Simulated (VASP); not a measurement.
Here is the system:

```
CELL_PARAMETERS angstrom
      0.00000     1.92439     1.92439
      1.92439     0.00000     1.92439
      1.92439     1.92439     0.00000
ATOMIC_POSITIONS crystal
  Zn 0.00000 0.00000 0.00000
```

Method: r2SCAN meta-GGA, VASP's PBE PAW potentials (set 64) (plane waves; VASP). Settings: 400 eV cut-off, 18×18×18 Γ-centred mesh, tetrahedra with Blöchl corrections, potentials Zn.

Question: What does the run give for the energy per atom (σ→0), band gap (over mesh and band path) with the smallest direct gap where there is one?

Answer: 
```yaml
band gap (over mesh and band path): none (metal, semimetal or under 0.01 eV)
energy per atom (σ→0): -855.1 kJ/mol-atom
```

Only differences to runs with the same potentials and settings are physical.

The structure was generated: Zn was put into the fcc type (Fm-3m), which need not be its known phase. It was relaxed first, which changed the volume by -6 %.
